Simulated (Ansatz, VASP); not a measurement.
Two plane-wave programs on Al4B2Te3

File INCAR:

```
PREC = Accurate
ENCUT = 600
EDIFF = 1E-6
ISMEAR = 0
SIGMA = 0.1
LREAL = F
LASPH = T
NELM = 100
ALGO = Normal
ISIF = 3
LWAVE = F
LCHARG = F
GGA = PE
IBRION = 2
NSW = 100
EDIFFG = -0.01
```

KPOINTS

```
regular mesh
0
Gamma
  6 6 8
```

File POSCAR:

```
Al4B2Te3
1.0
    9.1559901340      0.0000000000      0.0000000000
   -4.5779950670      7.9293200529      0.0000000000
    0.0000000000      0.0000000000      4.7350071664
Al B Te
4 2 3
Direct
    0.3333333333      0.6666666667      0.5000000000
    0.6666666667      0.3333333333      0.5000000000
    0.3333333333      0.6666666667      0.0000000000
    0.6666666667      0.3333333333      0.0000000000
    0.0000000000      0.0000000000      0.5000000000
    0.0000000000      0.0000000000      0.0000000000
    0.5000000000      0.0000000000      0.5000000000
    0.0000000000      0.5000000000      0.5000000000
    0.5000000000      0.5000000000      0.5000000000
```

Input for Ansatz:

```yaml
crystal:
  lattice:
    - [9.155990134, 0.0, 0.0]
    - [-4.577995067, 7.9293200529, 0.0]
    - [0.0, 0.0, 4.7350071664]
  atoms:
    - { symbol: Al, position: [0.3333333333, 0.6666666667, 0.5] }
    - { symbol: Al, position: [0.6666666667, 0.3333333333, 0.5] }
    - { symbol: Al, position: [0.3333333333, 0.6666666667, 0.0] }
    - { symbol: Al, position: [0.6666666667, 0.3333333333, 0.0] }
    - { symbol: B, position: [0.0, 0.0, 0.5] }
    - { symbol: B, position: [0.0, 0.0, 0.0] }
    - { symbol: Te, position: [0.5, 0.0, 0.5] }
    - { symbol: Te, position: [0.0, 0.5, 0.5] }
    - { symbol: Te, position: [0.5, 0.5, 0.5] }
basis:
  ecutwfc: 420
kpoints:
  mp_grid: { grid: [6, 6, 8] }
hamiltonian:
  xc: pbe
scf:
  occupations: { method: gaussian, width: 0.1 }
output:
  forces: true
  stress: true
  eigenvalues: true
relax:
  adjacent_minimum: "off"
  f_tol: 0.01
  max_steps: 80
  cell: { stress_tol: 0.05 }
```

Alike in both runs: task relaxation of cell and atoms; functional PBE; k mesh 6 × 6 × 8; occupations gaussian, width 0.1 eV; no spin polarisation.

|  | VASP | Ansatz |
| --- | --- | --- |
| version | VASP 6.6.1 | Ansatz 0.2.0 |
| potentials or method | VASP PAW PBE potentials, release 64 (Al, B, Te) | scalar-relativistic, plane waves, PAW |
| plane-wave cutoff (eV) | 600 | 420 |
| valence electrons in the cell | 36 | 66 |

Ansatz gave:

| Quantity | Value |
| --- | --- |
| gap on the k mesh at the Fermi level, each at its own relaxed structure (eV) | none |
| relaxed volume (Å³/atom) | 38.88 |
| relaxed cell length with the largest relative difference (Å) | 9.161 |
| energy change over the relaxation (meV/atom) | -3 |

Question: What did VASP give for the same quantities?

Answer: gap on the k mesh at the Fermi level, each at its own relaxed structure (eV): none; relaxed volume (Å³/atom): 38.96; relaxed cell length with the largest relative difference (Å): 9.169; energy change over the relaxation (meV/atom): -3.

A gap of «none» marks a metal or a gap that the smearing closes. The two sets of potentials don't hold the same shells in valence.

Spin-orbit coupling is left out, which matters for the levels of Te.
